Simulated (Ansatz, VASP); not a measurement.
## ZnCu2SnS4: VASP beside Ansatz

Aim: how closely do two programs agree when they are given the same cell, functional and k mesh? The cell is taken from a series of VASP runs on this material, whose earlier steps may have relaxed, scaled or displaced it; both programs get it as it stands.

Calculated with Ansatz 0.2.0; plane waves, with VASP 6.6.1 beside it; band structure at LDA and single point at LDA.

### Step 1. The starting structure

The structure is tetragonal, space group I-4 (No. 82). Conventional cell: a = 5.321 Å, b = 5.321 Å, c = 10.628 Å, α = 90.00°, β = 90.00°, γ = 90.00°. Nearest to Sn lie 4 S at 2.43 Å. Nearest to Zn lie 4 S at 2.30 Å. Nearest to Cu lie 4 S at 2.25 Å. S has 2 Cu at 2.25 Å and 1 Zn at 2.30 Å and 1 Sn at 2.43 Å nearest. Farther neighbours and most contacts between anions are not listed.

As a file:

```
Sn Zn Cu S
1.0
    -2.66074    2.66074    5.31385
     2.66074   -2.66074    5.31385
     2.66074    2.66074   -5.31385
Sn Zn Cu S
1 1 2 4
Cartesian
  0.0000 0.0000 5.3139
  2.6607 0.0000 2.6569
  0.0000 2.6607 2.6569
  0.0000 0.0000 0.0000
  1.3847 1.4316 3.9299
  1.2292 4.0454 1.3840
  1.2761 1.2292 -1.3840
  1.4316 -1.3847 6.6978
```

### Step 2. VASP: band structure, LDA

The same path points are solved in both programs, so levels can be compared one by one.

Lines of VASP's logs that name or quote its potential files are left out, and so is its time.

Input file INCAR:

```
SYSTEM = ZnCu2SnS4
PREC = Accurate
ENCUT = 400
EDIFF = 1E-06
NELM = 100
ISMEAR = -1
SIGMA = 0.05
LREAL = .FALSE.
ALGO = Normal
GGA = CA
NBANDS = 56
LORBIT = 11
LWAVE = .FALSE.
LCHARG = .FALSE.
KPAR = 4
```

Input file POSCAR:

```
ZnCu2SnS4
1.0
   -2.6607423928      2.6607423911      5.3138514369
    2.6607423928     -2.6607423911      5.3138514369
    2.6607423911      2.6607423928     -5.3138514369
Sn Zn Cu S
1 1 2 4
Direct
    0.5000000000      0.5000000000      0.0000000000
    0.2500000000      0.7500000000      0.5000000000
    0.7500000000      0.2500000000      0.5000000000
    0.0000000000      0.0000000000      0.0000000000
    0.6387953666      0.6299819112      0.5292261405
    0.8904307739      0.3612046334      0.9911865446
    0.1007557707      0.1095692261      0.4707738595
    0.3700180888      0.8992442293      0.0088134554
```

Input file KPOINTS:

```
Automatic mesh
0
Gamma
7 7 7
0 0 0
```

Input file KPOINTS_OPT:

```
Line mode
12
Line-mode
Reciprocal
  0.00000000   0.00000000   0.00000000 GAMMA
  0.00000000   0.00000000   0.50000000 X

  0.00000000   0.00000000   0.50000000 X
 -0.12535938   0.12535938   0.50000000 Y

 -0.12535938   0.12535938   0.50000000 Y
 -0.31267969   0.31267969   0.31267969 S

 -0.31267969   0.31267969   0.31267969 S
  0.00000000   0.00000000   0.00000000 GAMMA

  0.00000000   0.00000000   0.00000000 GAMMA
  0.50000000   0.50000000  -0.50000000 Z

  0.50000000   0.50000000  -0.50000000 Z
  0.31267969   0.68732031  -0.31267969 S1

  0.31267969   0.68732031  -0.31267969 S1
  0.00000000   0.50000000   0.00000000 N

  0.00000000   0.50000000   0.00000000 N
  0.25000000   0.25000000   0.25000000 P

  0.25000000   0.25000000   0.25000000 P
  0.50000000   0.50000000  -0.12535938 Y1

  0.50000000   0.50000000  -0.12535938 Y1
  0.50000000   0.50000000  -0.50000000 Z

  0.00000000   0.00000000   0.50000000 X
  0.25000000   0.25000000   0.25000000 P
```

Potentials, in the order of the species: Sn_d, Zn, Cu and S (LDA family, release 64).

Started as:

```sh
$ mpirun -np 4 vasp_std
```

Numbers of over 12 decimals in the logs are rounded to 6 here.

The log of the run:

```text
[banner, memory and clock lines left out]
running    4 mpi-ranks, on    1 nodes
 distrk:  each k-point on    1 cores,    4 groups
 distr:  one band on    1 cores,    1 groups

 POSCAR found type information on POSCAR SnZnCuS
 POSCAR found :  4 types and       8 ions
 LDA part: xc-table for (Slater(with rela. corr.)+CA(PZ))
 , standard interpolation
 POSCAR, INCAR and KPOINTS ok, starting setup
 FFT: planning ... GRIDC
 FFT: planning ... GRID_SOFT
 FFT: planning ... GRID
 WAVECAR not read
 entering main loop
       N       E                     dE             d eps       ncg     rms          rms(c)
DAV:   1     0.674982910099E+03    0.67498E+03   -0.25856E+04  6128   0.141E+03
DAV:   2     0.828974903925E+02   -0.59209E+03   -0.55082E+03  5856   0.414E+02
DAV:   3    -0.331770648126E+02   -0.11607E+03   -0.11139E+03  6816   0.166E+02
DAV:   4    -0.408794096787E+02   -0.77023E+01   -0.76238E+01  7400   0.459E+01
DAV:   5    -0.412580452123E+02   -0.37864E+00   -0.37839E+00  8616   0.108E+01    0.189E+01
DAV:   6    -0.409331073045E+02    0.32494E+00   -0.27857E+01  8368   0.898E+01    0.131E+01
DAV:   7    -0.384474327393E+02    0.24857E+01   -0.96172E+00  8000   0.753E+01    0.826E+00
DAV:   8    -0.385622020417E+02   -0.11477E+00   -0.20865E+00  9488   0.162E+01    0.348E+00
DAV:   9    -0.384607346782E+02    0.10147E+00   -0.68132E-01  8264   0.146E+01    0.699E-01
DAV:  10    -0.384568916304E+02    0.38430E-02   -0.50728E-02  9424   0.330E+00    0.278E-01
DAV:  11    -0.384572550501E+02   -0.36342E-03   -0.87367E-03  9152   0.115E+00    0.199E-01
DAV:  12    -0.384572512244E+02    0.38257E-05   -0.13292E-03  9272   0.849E-01    0.911E-02
DAV:  13    -0.384572109014E+02    0.40323E-04   -0.31557E-04  9024   0.376E-01    0.567E-02
DAV:  14    -0.384571929536E+02    0.17948E-04   -0.10572E-04  8640   0.189E-01    0.242E-02
DAV:  15    -0.384571940414E+02   -0.10878E-05   -0.21208E-05  8480   0.434E-02    0.111E-02
DAV:  16    -0.384571938311E+02    0.21029E-06   -0.20114E-06  4864   0.263E-02
   1 F= -.38457194E+02 E0= -.38456920E+02  d E =-.548066E-03
 Start KPOINTS_OPT (optional k-point list driver)
k-point batch [1-52\132]
       N       E                     dE             ncg
DAV:   1     0.280813318378E+05   -0.29938E+05     6208
DAV:   2    -0.223803215772E+04   -0.30319E+05     5840
DAV:   3    -0.825407134683E+04   -0.60160E+04     6840
DAV:   4    -0.864673389895E+04   -0.39266E+03     7240
DAV:   5    -0.866409432403E+04   -0.17360E+02     8376
DAV:   6    -0.866464688404E+04   -0.55256E+00     8344
DAV:   7    -0.866465930811E+04   -0.12424E-01     8736
DAV:   8    -0.866465960189E+04   -0.29377E-03     8368
DAV:   9    -0.866465960830E+04   -0.64154E-05     5768
DAV:  10    -0.866465960928E+04   -0.97522E-06     4680
[...]
k-point batch [105-132\132]
       N       E                     dE             ncg
DAV:   1     0.520029620669E+05   -0.28365E+05     3336
DAV:   2     0.356755929536E+05   -0.16327E+05     3144
DAV:   3     0.324803376482E+05   -0.31953E+04     3664
DAV:   4     0.322709670917E+05   -0.20937E+03     3896
DAV:   5     0.322615917767E+05   -0.93753E+01     4496
DAV:   6     0.322612690730E+05   -0.32270E+00     4472
DAV:   7     0.322612619720E+05   -0.71009E-02     4736
DAV:   8     0.322612618089E+05   -0.16315E-03     4488
DAV:   9     0.322612618051E+05   -0.38004E-05     3168
DAV:  10     0.322612618045E+05   -0.53920E-06     2504
```

OUTCAR, selected parts (step 2):

```text
ion  position               nearest neighbor table
   1  0.500  0.500  0.000-   5 2.43   6 2.43   8 2.43   7 2.43
   2  0.250  0.750  0.500-   8 2.30   5 2.30   7 2.30   6 2.30
   3  0.750  0.250  0.500-   5 2.25   6 2.25   7 2.25   8 2.25
   4  0.000  0.000  0.000-   5 2.25   7 2.25   6 2.25   8 2.25
   5  0.639  0.630  0.529-   3 2.25   4 2.25   2 2.30   1 2.43
   6  0.890  0.361  0.991-   3 2.25   4 2.25   2 2.30   1 2.43
   7  0.101  0.110  0.471-   3 2.25   4 2.25   2 2.30   1 2.43
   8  0.370  0.899  0.009-   3 2.25   4 2.25   2 2.30   1 2.43

  LATTYP: Found a body centered tetragonal cell.
 ALAT       =     5.3214847839
 C/A-ratio  =     1.9971311214

 Subroutine GETGRP returns: Found  4 space group operations
 (whereof  4 operations were pure point group operations)

The static configuration has the point symmetry S_4 .

 Found     52 irreducible k-points:

   k-points           NKPTS =     52   k-points in BZ     NKDIM =     52   number of bands    NBANDS=     56

   dimension x,y,z NGX =    42 NGY =   42 NGZ =   42
   dimension x,y,z NGXF=    84 NGYF=   84 NGZF=   84

   ENCUT  =  400.0 eV  29.40 Ry    5.42 a.u.  10.62 10.62 10.62*2*pi/ulx,y,z

   NELECT =      72.0000    total number of electrons

 k-points in reciprocal lattice and weights: Automatic mesh
   0.00000000  0.00000000  0.00000000       0.003
   0.14285714 -0.00000000  0.00000000       0.023
   0.28571429  0.00000000  0.00000000       0.023
   0.42857143 -0.00000000  0.00000000       0.023
   0.14285714  0.14285714  0.00000000       0.023
   0.28571429  0.14285714  0.00000000       0.023
  -0.28571429 -0.14285714  0.42857143       0.023
   0.42857143  0.14285714  0.00000000       0.023
  -0.42857143 -0.14285714 -0.42857143       0.023
[...]
-0.42857143  0.42857143  0.42857143       0.012
  -0.42857143 -0.42857143  0.42857143       0.006

 average (electrostatic) potential at core
       1-102.1328       2 -35.1862       3 -66.1219       4 -66.1391       5 -87.1593
       6 -87.1593       7 -87.1593       8 -87.1593

 E-fermi :   5.5085

 k-point     1 :       0.0000    0.0000    0.0000
  band No.  band energies     occupation
    ...
     32       3.3678      2.00000
     33       3.5736      2.00000
     34       5.3211      1.95390
     35       5.3211      1.95390
     36       5.3719      1.87780
     37       5.5656      0.48377
     38       7.1151      0.00000
     39       8.0606      0.00000
     40       8.9922      0.00000
     41       8.9922      0.00000
    ...

 k-point     2 :       0.1429   -0.0000    0.0000
  band No.  band energies     occupation
    ...
     32       3.5028      2.00000
     33       3.6585      2.00000
     34       4.6899      2.00000
     35       5.1169      1.99921
     36       5.2703      1.98309
     37       6.1973      0.00000
     38       7.4355      0.00000
     39       8.2928      0.00000
     40       8.7944      0.00000
     41       8.8823      0.00000
    ...

 k-point     3 :       0.2857    0.0000    0.0000
  band No.  band energies     occupation
    ...
     32       3.6122      2.00000
     33       3.7779      2.00000
     34       4.2458      2.00000
     35       4.6338      2.00000
     36       5.0427      1.99982
     37       6.7120      0.00000
     38       8.2147      0.00000
     39       8.3109      0.00000
     40       8.5704      0.00000
     41       9.1108      0.00000
    ...

  Total       -0.0052415     -0.0052415      0.0648771      0.0000000     -0.0000000     -0.0000000
  in kB       -0.0558077     -0.0558077      0.6907595      0.0000005     -0.0000000     -0.0000000
  external PRESSURE =       0.1930481 kB  Pullay stress =       0.0000000 kB

  energy-cutoff  :      400.00
  volume of cell :      150.48
      direct lattice vectors                 reciprocal lattice vectors
    -2.660742393  2.660742391  5.313851437    -0.000000000  0.187917478  0.094093711
     2.660742393 -2.660742391  5.313851437     0.187917478  0.000000000  0.094093711
     2.660742391  2.660742393 -5.313851437     0.187917478  0.187917478  0.000000000

 POSITION                                       TOTAL-FORCE (eV/Angst)
 -----------------------------------------------------------------------------------
      0.00000      0.00000      5.31385        -0.000000      0.000000      0.000000
      2.66074      0.00000      2.65693        -0.000000      0.000000      0.000000
     -0.00000      2.66074      2.65693        -0.000000      0.000000      0.000000
      0.00000      0.00000      0.00000        -0.000000      0.000000      0.000000
      1.38468      1.43158      3.92986        -0.001138      0.008990      0.002198
      1.22916      4.04543      1.38399        -0.008990     -0.001138     -0.002198
      1.27606      1.22916     -1.38399         0.001138     -0.008990      0.002198
      1.43158     -1.38468      6.69784         0.008990      0.001138     -0.002198
 -----------------------------------------------------------------------------------
    total drift:                                0.000001      0.000001      0.000002

  FREE ENERGIE OF THE ION-ELECTRON SYSTEM (eV)
  ---------------------------------------------------
  free  energy   TOTEN  =       -38.4571938311 eV

  energy  without entropy=      -38.4566457646  energy(sigma->0) =      -38.45691980

 total charge
# of ion       s       p       d       tot
------------------------------------------
    1        1.124   1.134  10.105  12.363
    2        0.559   0.532   9.801  10.891
    3        0.408   0.443   9.260  10.110
    4        0.407   0.440   9.259  10.106
    5        1.327   2.385   0.000   3.712
    6        1.327   2.385   0.000   3.712
    7        1.327   2.385   0.000   3.712
    8        1.327   2.385   0.000   3.712
--------------------------------------------------
tot          7.805  12.088  38.424  58.317

[... 3 further parts left out ...]
```

This run has no spin polarisation, so a moment on Cu, if there is one, isn't seen.

(Part 1 of 2 ends here.)

[Lines on the potential files, build, host, timing and source positions are cut from VASP's logs without a mark.]

[Logs are printed without paths, hosts, clocks, repeated set-up lines and the standing remarks that a program may print on its own settings, such as how far it seeks lower states.]

[Hosts, paths, dates, database ids (printed as entryN), source tags and the programs' standing remarks are cut or masked in the printed files.]
